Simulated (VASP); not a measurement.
Computed with vdW-DF2, VASP's PBE PAW potentials (set 64) (plane waves; VASP).

VASP ran on this input.

File POSCAR:
```
Al
1
    0.0000000000     2.0409970874     2.0409970874
    2.0409970874     0.0000000000     2.0409970874
    2.0409970874     2.0409970874     0.0000000000
Al
1
Direct
  0.0000000000   0.0000000000   0.0000000000
```

### INCAR
```
SYSTEM = Al
PREC = Accurate; ENCUT = 520; LREAL = .FALSE.
LASPH = .TRUE.
EDIFF = 1E-7; NELM = 100; ALGO = Normal
ISMEAR = -5
GGA = ML; LUSE_VDW = .TRUE.; AGGAC = 0.0
ZAB_VDW = -1.8867
ISIF = 2
LWAVE = .FALSE.; LCHARG = .TRUE.; LORBIT = 11
NEDOS = 601
```

### KPOINTS
```
Automatic
0
gamma
  17 17 17
0 0 0
```

POTCAR, in this order: Al (PBE.64 set). Program: vasp_std.

Task: Estimate the energy per atom (σ→0), band gap (on the k-mesh).

Result: 
```json
{
 "energy per atom (σ→0)": "-1714 meV/atom",
 "band gap (on the k-mesh)": "none (metal, semimetal or under 0.01 eV)"
}
```

OSZICAR:
```
...
DAV:   7    -0.171429607066E+01   -0.35024E-02   -0.99684E-03  1970   0.110E+00    0.707E-02
DAV:   8    -0.171431054302E+01   -0.14472E-04   -0.10627E-04  2210   0.107E-01    0.266E-02
DAV:   9    -0.171431553314E+01   -0.49901E-05   -0.56770E-05  2020   0.734E-02    0.673E-03
DAV:  10    -0.171431459933E+01    0.93381E-06   -0.67052E-07  2355   0.968E-03    0.211E-03
DAV:  11    -0.171431263851E+01    0.19608E-05   -0.64511E-07  2030   0.714E-03    0.570E-04
DAV:  12    -0.171431253724E+01    0.10127E-06   -0.11572E-08  1020   0.125E-03    0.763E-05
DAV:  13    -0.171431245603E+01    0.81210E-07   -0.24988E-09   905   0.518E-04
   1 F= -.17143125E+01 E0= -.17143125E+01  d E =0.000000E+00
```

The compound is Al in the fcc structure. It was relaxed first.
